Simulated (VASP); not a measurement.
Elastic constants (GPa) of a crystal from r2SCAN meta-GGA, VASP's PBE PAW potentials (set 64) (VASP 6.6.1):

|  | xx | yy | zz | yz | xz | xy |
|---|---|---|---|---|---|---|
| xx | 291.7 | 177.9 | 177.9 | 0.0 | 0.0 | 0.0 |
| yy | 177.9 | 291.7 | 177.9 | 0.0 | 0.0 | 0.0 |
| zz | 177.9 | 177.9 | 291.7 | 0.0 | 0.0 | 0.0 |
| yz | 0.0 | 0.0 | 0.0 | 95.2 | 0.0 | 0.0 |
| xz | 0.0 | 0.0 | 0.0 | 0.0 | 95.2 | 0.0 |
| xy | 0.0 | 0.0 | 0.0 | 0.0 | 0.0 | 95.2 |

Finite-difference elastic constants of metals are sensitive to mesh and smearing; shear constants can be off by tens of GPa.

Q: Work out the Voigt, Reuss and Hill moduli, Young's modulus and Poisson's ratio.

A: All eigenvalues are positive (smallest 95.2 GPa), so the crystal is stable. K_V = (C11+C22+C33+2(C12+C13+C23))/9 = (875.1 + 2×533.7)/9 = 215.8 GPa; G_V = (875.1 − 533.7 + 3×285.6)/15 = 79.9 GPa. From the compliances, K_R = 215.8 GPa and G_R = 75.0 GPa. Hill: K = 215.8 GPa, G = 77.4 GPa, E = 9KG/(3K+G) = 207.5 GPa, ν = (3K−2G)/(2(3K+G)) = 0.340. K/G = 2.79, above Pugh's 1.75; universal anisotropy A^U = 0.32.

Q: With a density of 16.64 g/cm³, what are the mean sound speeds?

A: v_l = √((K+4G/3)/ρ) = 4.38 km/s and v_t = √(G/ρ) = 2.16 km/s. The crystal is Ta (bcc), cubic.

The compound is Ta in the bcc structure. It was relaxed first.
